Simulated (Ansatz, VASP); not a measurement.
## One calculation of Ba2ZnP2, two programs

```
Ba Zn P
1.0
     5.39714    0.00000    0.00000
    -2.69857    4.67406    0.00000
     0.00000    0.00000    7.16856
Ba Zn P
2 1 2
Cartesian
  0.0000 3.1160 2.0489
  2.6986 1.5580 5.1196
  0.0000 0.0000 0.0000
  0.0000 0.0000 2.3394
  0.0000 0.0000 4.8291
```

Alike in both runs: functional PBE; k mesh 6 × 6 × 4; occupations gaussian, width 0.1 eV; no spin polarisation.

Ansatz relaxed the structure, and its values are those at the end. VASP's run is a single point on that final structure, the one shown.

|  | VASP | Ansatz |
| --- | --- | --- |
| version | VASP 6.6.1 | Ansatz 0.2.0 |
| potentials or method | VASP PAW PBE potentials, release 64 (Ba_sv, Zn, P) | scalar-relativistic, plane waves, PAW |
| plane-wave cutoff (eV) | 520 | 420 |
| valence electrons in the cell | 42 | 42 |

VASP gave:

| Property | Result |
| --- | --- |
| gap on the k mesh at the Fermi level (eV) | none |
| pressure (GPa) | 0.4 |
| rms of the force components (eV/Å) | 0.014 |

**Question.** Estimate Ansatz's values.

**Answer.** gap on the k mesh at the Fermi level (eV): none; pressure (GPa): 0.1; rms of the force components (eV/Å): 0.010.

A gap of «none» marks a metal or a gap that the smearing closes. The functional is the same, so the differences come from potentials, cutoffs and numerics.

Spin-orbit coupling is left out, which matters for the levels of Ba.
